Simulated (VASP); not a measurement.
Input:

```
CaSe
1.0
    0.00000     2.89449     2.89449
    2.89449     0.00000     2.89449
    2.89449     2.89449     0.00000
Ca Se
1 1
Direct
  0.00000   0.00000   0.00000
  0.50000   0.50000   0.50000
```

These are rev-vdW-DF2, VASP's PBE PAW potentials (set 64) (plane waves; VASP) values and carry that method's errors. Numerical set-up: 520 eV cut-off, 8×8×8 Γ-centred mesh, Gaussian smearing of 0.050 eV, potentials Ca_sv Se.

### Question
Estimate the energy per atom (σ→0), pressure, band gap (on the k-mesh) with the smallest direct gap where there is one.

### Answer

```yaml
band gap (on the k-mesh): 1.82 eV
smallest direct gap (on the k-mesh): 2.82 eV
energy per atom (σ→0): -3.041 eV/atom
pressure: 36.4 kbar
```

The absolute energy has meaning only against runs of the same code, potentials and settings.

The compound is CaSe in the rock salt structure. This cell is one point of a volume scan, at 0.94 of the reference volume.
